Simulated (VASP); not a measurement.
## Si under biaxial strain in the (111) plane

Strain engineering needs slopes: what does biaxial strain in the (111) plane do to the lattice and the band edges of Si?

Calculated with VASP 6.6.1; LDA; plane waves and PAW (Si), in the first sound run; inputs show where later runs differ.

### Step 1. Starting point

Symmetry: Fd-3m, No. 227, cubic system. Conventional cell: a = 5.431 Å, b = 5.431 Å, c = 5.431 Å, α = 90.00°, β = 90.00°, γ = 90.00°. Nearest to Si lie 4 Si at 2.35 Å.

As a file:

```cif
data_structure
_symmetry_space_group_name_H-M 'Fd-3m:1'
_symmetry_Int_Tables_number 227
_cell_length_a 5.4310
_cell_length_b 5.4310
_cell_length_c 5.4310
_cell_angle_alpha 90.000
_cell_angle_beta 90.000
_cell_angle_gamma 90.000
_cell_volume 160.19
loop_
_atom_site_label
_atom_site_type_symbol
_atom_site_symmetry_multiplicity
_atom_site_Wyckoff_symbol
_atom_site_fract_x
_atom_site_fract_y
_atom_site_fract_z
_atom_site_occupancy
Si1 Si 8 b 0.00000 0.00000 0.50000 1
```

### Step 2. Relax the crystal, LDA

The series starts from the cell that this level prefers, so that zero strain is near zero stress.

This step took 2 runs in a row; the last is shown.

Level: LDA; plane waves and PAW (Si).

Input file INCAR:

```
SYSTEM = Si
PREC = Accurate
ENCUT = 450
EDIFF = 1E-07
NELM = 120
ISMEAR = 0
SIGMA = 0.02
LREAL = .FALSE.
ALGO = Normal
GGA = CA
NBANDS = 10
LORBIT = 11
LWAVE = .FALSE.
LCHARG = .FALSE.
KPAR = 16
IBRION = 2
NSW = 40
ISIF = 3
EDIFFG = -0.005
POTIM = 0.4
```

Input file POSCAR:

```
Si
1.0
    0.0000000000      2.7014008243      2.7014008243
    2.7014008243      0.0000000000      2.7014008243
    2.7014008243      2.7014008243      0.0000000000
Si
2
Direct
    0.0000000000      0.0000000000      0.0000000000
    0.2500000000      0.2500000000      0.2500000000
```

Input file KPOINTS:

```
Automatic mesh
0
Gamma
10 10 10
0 0 0
```

The projector-augmented-wave data sets are Si (LDA family, release 64).

Command:

```sh
mpirun -np 16 vasp_std
```

What it wrote:

```text
[banner, memory and clock lines left out]
running   16 mpi-ranks, on    1 nodes
[...]
|                                                                             |
|           W    W    AA    RRRRR   N    N  II  N    N   GGGG   !!!           |
|           W    W   A  A   R    R  NN   N  II  NN   N  G    G  !!!           |
|           W    W  A    A  R    R  N N  N  II  N N  N  G       !!!           |
|           W WW W  AAAAAA  RRRRR   N  N N  II  N  N N  G  GGG   !            |
|           WW  WW  A    A  R   R   N   NN  II  N   NN  G    G                |
|           W    W  A    A  R    R  N    N  II  N    N   GGGG   !!!           |
|                                                                             |
|     For optimal performance we recommend to set                             |
|       NCORE = 2 up to number-of-cores-per-socket                            |
|     NCORE specifies how many cores store one orbital (NPAR=cpu/NCORE).      |
|     This setting can greatly improve the performance of VASP for DFT.       |
[...]
|     Unfortunately you need to use the default for GW and RPA                |
|     calculations (for HF NCORE is supported but not extensively tested      |
|     yet).                                                                   |
|                                                                             |

 LDA part: xc-table for (Slater(with rela. corr.)+CA(PZ))
 , standard interpolation
 POSCAR, INCAR and KPOINTS ok, starting setup
[...]
entering main loop
       N       E                     dE             d eps       ncg     rms          rms(c)
DAV:   1     0.406882481696E+01    0.40688E+01   -0.29265E+03   940   0.545E+02
DAV:   2    -0.117240577802E+02   -0.15793E+02   -0.15019E+02  1370   0.817E+01
DAV:   3    -0.121866801232E+02   -0.46262E+00   -0.46172E+00  1156   0.123E+01
DAV:   4    -0.121903766434E+02   -0.36965E-02   -0.36960E-02  1228   0.142E+00
[...]
DAV:   9    -0.119190083082E+02    0.25935E-04   -0.21563E-04  1186   0.847E-02    0.615E-02
DAV:  10    -0.119190135503E+02   -0.52421E-05   -0.13933E-05  1080   0.238E-02    0.306E-02
DAV:  11    -0.119190134771E+02    0.73167E-07   -0.75385E-07  1174   0.511E-03
   1 F= -.11919013E+02 E0= -.11919013E+02  d E =-.119190E+02
[...]
reached required accuracy - stopping structural energy minimisation
```

Run time: 7.2 s. Hardware: 16 MPI ranks of AMD EPYC 7R43, shared host; peak memory 1.9 GiB.

Lines that name or quote the potential files are left out of all logs, and their timing lines are given in words.

OUTCAR, selected parts (step 2):

```text
  Total        0.0006490      0.0006490      0.0006490     -0.0000000      0.0000000      0.0000000
  in kB        0.0263728      0.0263728      0.0263728     -0.0000000      0.0000000      0.0000000
  external PRESSURE =       0.0263728 kB  Pullay stress =       0.0000000 kB

 POSITION                                       TOTAL-FORCE (eV/Angst)
 -----------------------------------------------------------------------------------
      0.00000      0.00000      0.00000         0.000000      0.000000      0.000000
      1.35070      1.35070      1.35070        -0.000000     -0.000000     -0.000000
 -----------------------------------------------------------------------------------
    total drift:                                0.000000      0.000000     -0.000000

  FREE ENERGIE OF THE ION-ELECTRON SYSTEM (eV)
  ---------------------------------------------------
  free  energy   TOTEN  =       -11.9190134771 eV

  energy  without entropy=      -11.9190134771  energy(sigma->0) =      -11.91901348

 reached required accuracy - stopping structural energy minimisation

[... 3 further parts left out ...]
[key lines of the parts left out:]
E-fermi :   6.0354
```

This run gave:

- energy(sigma→0) of the program: -11.9190 eV
- stress, compression positive: 0.00 along [111], 0.00 across it (mean), GPa
- volume: 39.427 Å³
- ionic steps: 1

### Step 3. Strain along the normal, LDA

One member in full: the plane is strained by 0.5 %, and the strain along the normal is moved by secant steps until the normal stress is under 0.012 GPa or five steps are spent; the atoms relax at each step.

Level: LDA; plane waves and PAW (Si).

Edit INCAR of step 2 so:

```diff
@@ -14,7 +14,7 @@
 LCHARG = .FALSE.
-KPAR = 16
-IBRION = 2
-NSW = 40
-ISIF = 3
-EDIFFG = -0.005
-POTIM = 0.4
+KPAR = 4
+IBRION = 1
+NSW = 25
+ISIF = 2
+EDIFFG = -0.004
+POTIM = 0.3
```

Input file POSCAR:

```
Si
1.0
   -0.0130567710      2.7018510580      2.7018510580
    2.7018510580     -0.0130567710      2.7018510580
    2.7018510580      2.7018510580     -0.0130567710
Si
2
Direct
    0.0000000000      0.0000000000      0.0000000000
    0.2500000000      0.2500000000      0.2500000000
```

KPOINTS is that of step 2.

Command:

```sh
mpirun -np 4 vasp_std
```

What it wrote:

```text
[banner, memory and clock lines left out]
running    4 mpi-ranks, on    1 nodes
[...]
LDA part: xc-table for (Slater(with rela. corr.)+CA(PZ))
 , standard interpolation
 POSCAR, INCAR and KPOINTS ok, starting setup
[...]
entering main loop
       N       E                     dE             d eps       ncg     rms          rms(c)
DAV:   1     0.417870659318E+01    0.41787E+01   -0.29008E+03  2320   0.541E+02
DAV:   2    -0.117056999852E+02   -0.15884E+02   -0.15013E+02  3156   0.819E+01
DAV:   3    -0.121800353788E+02   -0.47434E+00   -0.47320E+00  2924   0.125E+01
DAV:   4    -0.121837555510E+02   -0.37202E-02   -0.37197E-02  2884   0.135E+00
[...]
DAV:  10    -0.119174404556E+02   -0.53480E-05   -0.14021E-05  2680   0.238E-02    0.244E-02
DAV:  11    -0.119174402820E+02    0.17355E-06   -0.88127E-07  2794   0.539E-03    0.199E-03
DAV:  12    -0.119174402840E+02   -0.19070E-08   -0.28624E-08  1510   0.114E-03
   1 F= -.11917440E+02 E0= -.11917440E+02  d E =-.119174E+02
 BRION: g(F)=  0.392E-03 g(S)=  0.000E+00
[...]
N       E                     dE             d eps       ncg     rms          rms(c)
DAV:   1    -0.119176654696E+02   -0.22519E-03   -0.28743E-03  2344   0.298E-01    0.200E-02
DAV:   2    -0.119176782487E+02   -0.12779E-04   -0.13840E-04  2834   0.802E-02    0.914E-03
DAV:   3    -0.119176774393E+02    0.80943E-06   -0.15583E-06  2716   0.883E-03    0.403E-03
DAV:   4    -0.119176773430E+02    0.96332E-07   -0.57237E-07  2618   0.424E-03
   2 F= -.11917677E+02 E0= -.11917677E+02  d E =-.237059E-03
 BRION: g(F)=  0.172E-04 g(S)=  0.000E+00 retain N=  1 mean eig= 1.27
 eig:   1.265
[...]
N       E                     dE             d eps       ncg     rms          rms(c)
DAV:   1    -0.119176877194E+02   -0.10280E-04   -0.20934E-04  2340   0.803E-02    0.567E-03
DAV:   2    -0.119176886358E+02   -0.91646E-06   -0.99617E-06  2840   0.214E-02    0.259E-03
DAV:   3    -0.119176885720E+02    0.63841E-07   -0.12131E-07  2366   0.244E-03
   3 F= -.11917689E+02 E0= -.11917689E+02  d E =-.112290E-04
 BRION: g(F)=  0.919E-08 g(S)=  0.000E+00 retain N=  1 mean eig= 1.30
 eig:   1.295
 reached required accuracy - stopping structural energy minimisation
```

Run time: 49 s. Hardware: 4 MPI ranks; peak memory 0.43 GiB; 3.2 min of CPU time.

From OUTCAR (step 3):

```text
  Total       -0.1819972     -0.1819972     -0.1819972      0.0904735      0.0904735      0.0904735
  in kB       -7.3387874     -7.3387874     -7.3387874      3.6482194      3.6482194      3.6482194
  external PRESSURE =      -7.3387874 kB  Pullay stress =       0.0000000 kB

 POSITION                                       TOTAL-FORCE (eV/Angst)
 -----------------------------------------------------------------------------------
     -0.00174     -0.00174     -0.00174        -0.000230     -0.000230     -0.000230
      1.34940      1.34940      1.34940         0.000230      0.000230      0.000230
 -----------------------------------------------------------------------------------
    total drift:                               -0.000000      0.000000     -0.000000

  FREE ENERGIE OF THE ION-ELECTRON SYSTEM (eV)
  ---------------------------------------------------
  free  energy   TOTEN  =       -11.9176885720 eV

  energy  without entropy=      -11.9176885720  energy(sigma->0) =      -11.91768857

[... 1 part as in an earlier step ...]

[... 3 further parts left out ...]
[key lines of the parts left out:]
E-fermi :   6.0430
```

This run gave:

```
energy(sigma→0) of the program : -11.9177 eV
stress, compression positive   : 0.00 along [111], -1.10 across it (mean), GPa
ionic steps                    : 3
```

### Step 4. Band edges, HSE06

Short lines in KPOINTS_OPT sample the zone centre along and across the normal of the plane, for masses, and the other valleys.

Level: HSE06; plane waves and PAW (Si).

Input file INCAR:

```
SYSTEM = Si
PREC = Accurate
ENCUT = 450
EDIFF = 1E-06
NELM = 100
ISMEAR = 0
SIGMA = 0.02
LREAL = .FALSE.
ALGO = Normal
LHFCALC = .TRUE.
AEXX = 0.25
GGA = PE
HFSCREEN = 0.2
LASPH = .TRUE.
NBANDS = 9
PRECFOCK = Fast
LWAVE = .FALSE.
LCHARG = .FALSE.
KPAR = 4
```

Input file POSCAR:

```
Si
1.0
   -0.0130567710      2.7018510580      2.7018510580
    2.7018510580     -0.0130567710      2.7018510580
    2.7018510580      2.7018510580     -0.0130567710
Si
2
Direct
    0.9996772348      0.9996772348      0.9996772348
    0.2503227652      0.2503227652      0.2503227652
```

Input file KPOINTS:

```
Automatic mesh
0
Gamma
5 5 5
0 0 0
```

Input file KPOINTS_OPT:

```
Line mode
6
Line-mode
Reciprocal
  0.00000000   0.00000000   0.00000000
  0.02476682   0.02476682   0.02476682

  0.00000000   0.00000000   0.00000000
 -0.01527672   0.01527672   0.00000000

  0.31000000   0.31000000   0.00000000
  0.50000000   0.50000000   0.00000000

  0.00000000   0.31000000   0.31000000
  0.00000000   0.50000000   0.50000000

  0.45000000   0.45000000   0.45000000
  0.50000000   0.50000000   0.50000000

  0.45000000   0.00000000   0.00000000
  0.50000000   0.00000000   0.00000000

  0.42500000   0.42500000   0.00000000
  0.42489610   0.44650065   0.02150065

  0.50000000   0.50000000   0.50000000
  0.48472328   0.51527672   0.50000000
```

Command:

```sh
mpirun -np 4 vasp_std
```

What it wrote:

```text
[banner, memory and clock lines left out]
running    4 mpi-ranks, on    1 nodes
[...]
|                                                                             |
|               ----> ADVICE to this user running VASP <----                  |
|                                                                             |
|     You enforced a specific xc type in the INCAR file but a different       |
|     [... a line on the potential file left out ...]
|     I HOPE YOU KNOW WHAT YOU ARE DOING!                                     |
|                                                                             |

 LDA part: xc-table for (Slater+PW92), standard interpolation
 found WAVECAR, reading the header
 POSCAR, INCAR and KPOINTS ok, starting setup
[...]
reading WAVECAR
 the WAVECAR file was read successfully
 initial charge from wavefunction
 entering main loop
       N       E                     dE             d eps       ncg     rms          rms(c)
DAV:   1    -0.126111347716E+02   -0.12611E+02   -0.91584E-01   342   0.653E+00    0.542E+00
DAV:   2    -0.126161857582E+02   -0.50510E-02   -0.16661E-02   459   0.979E-01    0.358E+00
DAV:   3    -0.126148042653E+02    0.13815E-02   -0.60272E-04   449   0.172E-01    0.207E+00
DAV:   4    -0.126142635685E+02    0.54070E-03   -0.13113E-04   458   0.799E-02    0.118E+00
[...]
DAV:   8    -0.126139936587E+02    0.55515E-05   -0.26602E-06   405   0.110E-02    0.119E-01
DAV:   9    -0.126139921443E+02    0.15144E-05   -0.98709E-07   251   0.686E-03    0.676E-02
DAV:  10    -0.126139918580E+02    0.28630E-06   -0.47001E-07   258   0.493E-03
   1 F= -.12613992E+02 E0= -.12613992E+02  d E =-.876339E-32
 Start KPOINTS_OPT (optional k-point list driver)
k-point batch [1-19\48]
       N       E                     dE             ncg
DAV:   1     0.639345062657E+03   -0.13252E+04      342
DAV:   2     0.258758181962E+03   -0.38059E+03      488
DAV:   3     0.219459936805E+03   -0.39298E+02      444
DAV:   4     0.218284175169E+03   -0.11758E+01      452
DAV:   5     0.218271460131E+03   -0.12715E-01      452
DAV:   6     0.218271328296E+03   -0.13184E-03      500
DAV:   7     0.218271326647E+03   -0.16485E-05      457
DAV:   8     0.218271326629E+03   -0.18200E-07      361
[...]
k-point batch [39-48\48]
       N       E                     dE             ncg
DAV:   1     0.227353388598E+04   -0.22411E+04      180
DAV:   2     0.211892190548E+04   -0.15461E+03      220
DAV:   3     0.211089848449E+04   -0.80234E+01      266
DAV:   4     0.211082764828E+04   -0.70836E-01      288
DAV:   5     0.211082739921E+04   -0.24907E-03      264
DAV:   6     0.211082739848E+04   -0.72855E-06      272
```

Elapsed: 5.2 min, on 4 MPI ranks; peak memory 0.92 GiB; 21 min of CPU time.

From OUTCAR (step 4):

```text
  LATTYP: Found a trigonal (rhomboedric) cell.
 ALAT       =     3.8210167179
 COS(alpha) =     0.4951616901

 Subroutine GETGRP returns: Found 12 space group operations
 (whereof  6 operations were pure point group operations)

The static configuration has the point symmetry C_3v.
 The point group associated with its full space group is D_3d.

 Found     19 irreducible k-points:

   k-points           NKPTS =     19   k-points in BZ     NKDIM =    125   number of bands    NBANDS=      9

   dimension x,y,z NGX =    28 NGY =   28 NGZ =   28
   dimension x,y,z NGXF=    56 NGYF=   56 NGZF=   56

   ENCUT  =  450.0 eV  33.07 Ry    5.75 a.u.   6.61  6.61  6.61*2*pi/ulx,y,z

   NELECT =       8.0000    total number of electrons

  exchange ACFDT corr.  =         0.00000000  see jH, gK, PRB 81, 115126

 E-fermi :   5.8431

 k-point     1 :       0.0000    0.0000    0.0000
  band No.  band energies     occupation
      1      -7.6934      2.00000
      2       5.6118      2.00000
      3       5.6118      2.00000
      4       5.6825      2.00000
      5       8.9662      0.00000
      6       8.9662      0.00000
      7       9.0454      0.00000
      8      10.0879      0.00000
      9      14.4089      0.00000

 k-point     2 :       0.2000    0.0000    0.0000
  band No.  band energies     occupation
      1      -7.1185      2.00000
      2       2.3599      2.00000
      3       5.0096      2.00000
      4       5.0582      2.00000
      5       8.6819      0.00000
      6       9.8175      0.00000
      7       9.8858      0.00000
      8      12.8045      0.00000
      9      13.6578      0.00000

 POSITION                                       TOTAL-FORCE (eV/Angst)
 -----------------------------------------------------------------------------------
      5.38891      5.38891      5.38891         0.002678      0.002678      0.002678
      1.34940      1.34940      1.34940        -0.002678     -0.002678     -0.002678
 -----------------------------------------------------------------------------------
    total drift:                               -0.000000     -0.000000     -0.000000

  FREE ENERGIE OF THE ION-ELECTRON SYSTEM (eV)
  ---------------------------------------------------
  free  energy   TOTEN  =       -12.6139918580 eV

  energy  without entropy=      -12.6139918580  energy(sigma->0) =      -12.61399186

[... 1 part as in an earlier step ...]

[... 7 further parts left out ...]
```

Read from the output:

* energy(sigma→0) of the program: -12.6140 eV

### Step 5. Band edges, LDA

Short lines in KPOINTS_OPT sample the zone centre along and across the normal of the plane, for masses, and the other valleys.

Level: LDA; plane waves and PAW (Si).

Input file INCAR:

```
SYSTEM = Si
PREC = Accurate
ENCUT = 450
EDIFF = 1E-06
NELM = 100
ISMEAR = 0
SIGMA = 0.02
LREAL = .FALSE.
ALGO = Normal
GGA = CA
NBANDS = 9
LWAVE = .FALSE.
LCHARG = .FALSE.
KPAR = 4
```

POSCAR is that of step 4.

Input file KPOINTS:

```
Automatic mesh
0
Gamma
8 8 8
0 0 0
```

KPOINTS_OPT is that of step 4.

Command:

```sh
mpirun -np 4 vasp_std
```

What it wrote:

```text
[... set-up lines as in an earlier step ...]
 entering main loop
       N       E                     dE             d eps       ncg     rms          rms(c)
DAV:   1     0.481029767872E+01    0.48103E+01   -0.30521E+03  1178   0.613E+02
DAV:   2    -0.117984678036E+02   -0.16609E+02   -0.15803E+02  1730   0.817E+01
DAV:   3    -0.121788322987E+02   -0.38036E+00   -0.37980E+00  1446   0.124E+01
DAV:   4    -0.121814917650E+02   -0.26595E-02   -0.26592E-02  1751   0.122E+00
[...]
DAV:   9    -0.119141803430E+02    0.21170E-04   -0.21574E-04  1618   0.909E-02    0.600E-02
DAV:  10    -0.119141851733E+02   -0.48303E-05   -0.12424E-05  1443   0.238E-02    0.262E-02
DAV:  11    -0.119141849859E+02    0.18740E-06   -0.80973E-07   916   0.569E-03
   1 F= -.11914185E+02 E0= -.11914185E+02  d E =-.161495E-15
 Start KPOINTS_OPT (optional k-point list driver)
k-point batch [1-48\48]
       N       E                     dE             ncg
DAV:   1     0.169169636362E+04   -0.76474E+04      864
DAV:   2     0.857350724130E+03   -0.83435E+03     1313
DAV:   3     0.837140928026E+03   -0.20210E+02     1165
DAV:   4     0.837019110168E+03   -0.12182E+00     1167
DAV:   5     0.837017624148E+03   -0.14860E-02     1214
DAV:   6     0.837017614874E+03   -0.92737E-05     1255
DAV:   7     0.837017614835E+03   -0.38586E-07     1074
```

It took 24 s on 4 MPI ranks; peak memory 0.47 GiB; 89 s of CPU time.

(Continued in part 2 of 2.)

[Lines on the potential files, build, host, timing and source positions are cut from VASP's logs without a mark.]

[Logs are printed without paths, hosts, clocks, repeated set-up lines and the standing remarks that a program may print on its own settings, such as how far it seeks lower states.]

[Hosts, paths, dates, database ids (printed as entryN), source tags and the programs' standing remarks are cut or masked in the printed files.]

[In band tables of VASP the shares of atoms and orbitals are scaled to a sum of 1 inside the atoms' spheres.]
